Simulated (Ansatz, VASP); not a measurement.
Na2B3 in VASP and in Ansatz

```xyz
5
Lattice="2.9903 0.0000 0.0000 -1.4951 2.5896 0.0000 0.0000 0.0000 8.6279" Properties=species:S:1:pos:R:3 pbc="T T T"
Na    1.4951    0.8632    6.9766
Na    0.0000    1.7264    1.6512
B     0.0000    1.7264    4.7728
B     1.4951    0.8632    3.8551
B     0.0000    0.0000    4.3139
```

Alike in both runs: functional PBE; k mesh 6 × 6 × 2; occupations gaussian, width 0.1 eV; no spin polarisation.

Ansatz relaxed the structure, and its values are those at the end. VASP's run is a single point on that final structure, the one shown.

|  | VASP | Ansatz |
| --- | --- | --- |
| version | VASP 6.6.1 | Ansatz 0.2.0 |
| potentials or method | VASP PAW PBE potentials, release 64 (Na_pv, B) | scalar-relativistic, plane waves, PAW |
| plane-wave cutoff (eV) | 520 | 420 |
| valence electrons in the cell | 23 | 27 |

```csv
,VASP,Ansatz,Ansatz less VASP
gap on the k mesh at the Fermi level (eV),none,none,-
pressure (GPa),-0.1,-0.1,-0.01
rms of the force components (eV/Å),0.004,0.004,-0.0002
```

A gap of «none» marks a metal or a gap that the smearing closes. With one functional, cell and mesh, what is left measures potentials, basis and numerics. The two sets of potentials don't hold the same shells in valence.

Caveats: the k mesh is coarse (spacing up to 0.40 Å⁻¹), so the values aren't converged.
